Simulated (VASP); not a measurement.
An input for Ansatz (written as the equivalent of a VASP run, and not itself run):

Ansatz 0.2 input:
```yaml
crystal:
  lattice:
    - [0.0000000, 2.9100072, 2.9100072]
    - [2.9100072, 0.0000000, 2.9100072]
    - [2.9100072, 2.9100072, 0.0000000]
  atoms:
    - { symbol: Cd, position: [0.0000000, 0.0000000, 0.0000000] }
    - { symbol: Te, position: [0.2500000, 0.2500000, 0.2500000] }
kpoints:
  mp_grid: { grid: [8, 8, 8] }
hamiltonian:
  xc: pbesol
  pseudopotentials: { kind: paw }
scf:
  occupations: { method: gaussian, width: 0.05 }
  max_iter: 100
relax:
  max_steps: 40
  f_tol: 0.02
  cell: { p_target: 45 }
output: { forces: true, stress: true, eigenvalues: true }
```

Q: Translate this input to VASP (INCAR, KPOINTS, POSCAR, choice of POTCAR).

A: This is not unique; one that fits is 
**POSCAR**
```
CdTe
1
    0.0000000000     2.9100072346     2.9100072346
    2.9100072346     0.0000000000     2.9100072346
    2.9100072346     2.9100072346     0.0000000000
Cd Te
1 1
Direct
  0.0000000000   0.0000000000   0.0000000000
  0.2500000000   0.2500000000   0.2500000000
```

INCAR:
```
ALGO = Normal
EDIFFG = -0.02
ENCUT = 500   ! plane-wave cut-off (eV)
NSW = 40   ! most ionic steps
LCHARG = F
ISIF = 3
EDIFF = 1E-6
LREAL = F
NELM = 100   ! most electronic steps
PREC = Accurate
LWAVE = F
SYSTEM = CdTe
LASPH = T
ISMEAR = 0
IBRION = 2   ! conjugate gradients
GGA = PS
LMAXMIX = 4   ! l cut-off of mixed one-centre charges
PSTRESS = 450   ! kbar
SIGMA = 0.05
```

File KPOINTS:
```
kpoints
0
G
8 8 8
0 0 0
```

POTCAR, in this order: Cd Te (PBE.64 set). Program: vasp_std.

The two are equivalent in intent, not identical: each code has its own PAW files, so the cut-off isn't converted (ENCUT is set for VASP's; basis.ecutwfc is left out, and Ansatz then takes the one that its files recommend); Ansatz stops its SCF on the density residual and VASP on the energy change (EDIFF).

The compound is CdTe in the zinc blende structure. This run relaxes it under an external pressure of 45 GPa. Symmetry was kept, so distortions that lower it aren't found.
